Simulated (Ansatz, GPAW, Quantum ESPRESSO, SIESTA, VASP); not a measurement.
# CdInS2: 5 runs at one level of theory

```
CELL_PARAMETERS angstrom
3.86950 0.00000 0.00000
-1.93475 3.35108 0.00000
0.00000 0.00000 6.81053
ATOMIC_POSITIONS crystal
In 0.00000 0.00000 0.50000
Cd 0.00000 0.00000 0.00000
S 0.33333 0.66667 0.24495
S 0.66667 0.33333 0.75505
```

The cell comes from a database or a generator and needn't be the stable form of this composition.

Alike in all runs: task single point; functional PBE; k mesh 8 × 8 × 4; occupations fermi-dirac, width 0.05 eV; no spin polarisation; no spin-orbit coupling. Pressure is positive in compression and, in plane waves, holds the error of the finite cutoff, which Ansatz's Pulay term estimates and takes out.

| program and potentials | plane-wave cutoff (eV) | notes | pressure (GPa) | largest force (eV/Å) |
| --- | --- | --- | --- | --- |
| Ansatz, Ansatz PAW | 420 | 11.25 valence electrons an atom on average; Pulay term of +0.04 GPa included | -0.09 | 0.051 |
| Quantum ESPRESSO, SSSP 1.3 efficiency PBE | 816 | 9.25 valence electrons an atom on average | -0.09 | 0.046 |
| GPAW, GPAW PAW data sets (gpaw-data 1.2.1) | 600 | 9.25 valence electrons an atom on average | -0.35 | 0.047 |
| SIESTA, files PseudoDojo sr-pbe-0.4.1-standard, DZP (energy shift 0.003 Ry; two zetas on semicore shells) | - | atomic basis; 11.25 valence electrons an atom on average | 0.23 | 0.121 |
| VASP, PBE PAW files Cd, In_d, S, 520 eV | 520 | 9.25 valence electrons an atom on average | 0.05 | 0.025 |

Force on atom 3 (S), eV/Å:

```tsv
program and potentials	x	y	z
Ansatz, Ansatz PAW	0.000	0.000	-0.051
Quantum ESPRESSO, SSSP 1.3 efficiency PBE	0.000	0.000	-0.046
GPAW, GPAW PAW data sets (gpaw-data 1.2.1)	0.000	0.000	-0.047
SIESTA, files PseudoDojo sr-pbe-0.4.1-standard, DZP (energy shift 0.003 Ry; two zetas on semicore shells)	0.000	0.000	-0.121
VASP, PBE PAW files Cd, In_d, S, 520 eV	0.000	0.000	-0.025
```

The pressure spans -0.35 (GPAW, GPAW PAW data sets (gpaw-data 1.2.1)) to 0.23 GPa (SIESTA, files PseudoDojo sr-pbe-0.4.1-standard, DZP (energy shift 0.003 Ry; two zetas on semicore shells)). Rows in atomic bases carry the error of their basis and grid, which can be large.

The functional is the same throughout but for its coding, so the spread measures potentials, basis and numerics; runs on potential files found faulty are left out.
